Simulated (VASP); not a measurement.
Data:

```xyz
4
Lattice="3.0972 0.0000 0.0000 -1.5486 2.6823 0.0000 0.0000 0.0000 5.9928" Properties=species:S:1:pos:R:3 pbc="T T T"
V      0.0000     0.0000     0.0000
V      0.0000     0.0000     2.9964
S      1.5486     0.8941     1.4982
S      0.0000     1.7882     4.4946
```

Level of theory: LDA (Ceperley-Alder, Perdew-Zunger), VASP's LDA PAW potentials (set 64) (plane waves; VASP 6.6.1). Settings: 400 eV cut-off, Gaussian smearing of 0.050 eV, potentials V_sv S.

What does the run give for the band gap (along the path) with the smallest direct gap where there is one?

The band gap (along the path) is none (metal, semimetal or under 0.01 eV).

The structure comes from a computed database's VS entry (P6_3/mmc); how it stands against other phases isn't given here. It was relaxed first, which changed the volume by -7 %. The run is not spin-polarised, so no magnetic state was tried.
